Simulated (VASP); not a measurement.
Consider the following.

```xyz
5
Lattice="4.0000 0.0000 0.0000 0.0000 4.0000 0.0000 0.0000 0.0000 4.0000" Properties=species:S:1:pos:R:3 pbc="T T T"
Ba     0.0000     0.0000     0.0000
Ti     2.0000     2.0000     2.0000
O      2.0000     0.0000     2.0000
O      0.0000     2.0000     2.0000
O      2.0000     2.0000     0.0000
```

Computed with PBE GGA, VASP's PBE PAW potentials (set 64) (plane waves; VASP 6.6.1). Settings: 400 eV cut-off, 7×7×7 Γ-centred mesh, Fermi-Dirac smearing of 0.010 eV, potentials Ba_sv Ti_sv O.

Unless said otherwise, spin-orbit coupling is left out, though it shifts the bands of the heavy elements here.

Q: Give the energies of bands 12 to 23 at the high-symmetry points, in eV from the valence-band maximum.

A: 
```tsv
band	Γ	X	M	R
12	-2.31	-4.00	-4.31	-4.46
13	-2.31	-2.79	-4.06	-3.85
14	-2.31	-2.79	-3.87	-3.85
15	-1.11	-1.97	-2.70	-2.40
16	-1.11	-1.93	-2.70	-2.40
17	-1.11	-1.84	-1.73	-2.40
18	-0.15	-1.84	-0.88	0.00
19	-0.15	-0.73	-0.88	0.00
20	-0.15	-0.73	-0.10	0.00
21	1.75	1.91	3.50	4.17
22	1.75	3.49	3.50	4.17
23	1.75	3.49	3.91	4.17
```

The gap is indirect, 1.75 eV, from the valence maximum at R to the conduction minimum at Γ.

The structure is a typed BaTiO3 crystal (Pm-3m). The cell was not relaxed at this level.
